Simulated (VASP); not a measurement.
## BaZrO3: energy against strain

BaZrO3 (cubic perovskite, Pm-3m, 14.712 Å³/atom and stress up to 0.07 GPa in the relaxed cell, cube axes along x, y and z) under an equal strain ε along x and y, with z held. PBEsol in VASP (plane waves, PAW), 600 eV, 8×8×8 Γ-centred mesh, Gaussian smearing 0.05 eV; ions are relaxed, or left where forces stay under 0.02 eV/Å, within the symmetry of each cell.

Here s stands for strain and y for E less E0.

```
strain (%)  E less E0 (meV/atom)
----------  --------------------
-3.00                          ?
-1.50                       9.44
-1.00                       4.25
-0.50                       1.14
0.00                        0.00
0.50                        0.72
1.00                        3.21
1.50                        7.38
```

Fit y of the 7 rows that show it with a parabola. Least squares gives y = -0.005 - 0.6200·s + 3.7390·s². Residuals (row less fit): 0.102, -0.104, -0.100, 0.005, 0.100, 0.096, -0.098; standard error 0.123 (degrees of freedom: 4). Twice the quadratic coefficient over the volume, 2 × 3.7390 meV × 10⁴ × 0.1602 / 14.712 Å³, is the elastic constants 2(C11 + C12) = 814 ± 12 GPa (± standard error of the fit, which holds the terms cut off).

Question: Estimate the missing y (s = -3.00); what did the run itself give?

Answer: y = -0.005 - 0.6200 × (-3.0) + 3.7390 × (-3.0)² = 35.506 meV/atom. The calculation gives 38.42 meV/atom, 2.914 meV/atom above the prediction (7.6 % of the range of y in the table). The row lies outside the fitted rows, so this is an extrapolation. From the scatter of the fitted rows alone, a prediction at this place has a standard error of 0.469 meV/atom, so the miss is 6.2 times that.

A polynomial of degree 3 through the 12 other runs of the series gives 38.30 there, so most of the miss is curvature that the fit leaves out. The primitive cell can neither tilt nor turn polar against its symmetry, as such crystals can under strain. Rows are the converged runs of the series near zero and its far end, less any whose ions stayed unrelaxed beside relaxed ones; series whose fitted rows scatter by over a few per cent of the range, as at a crossing or softening among them, aren't shown in this form. Most that stay on the fit to the last digits aren't either.
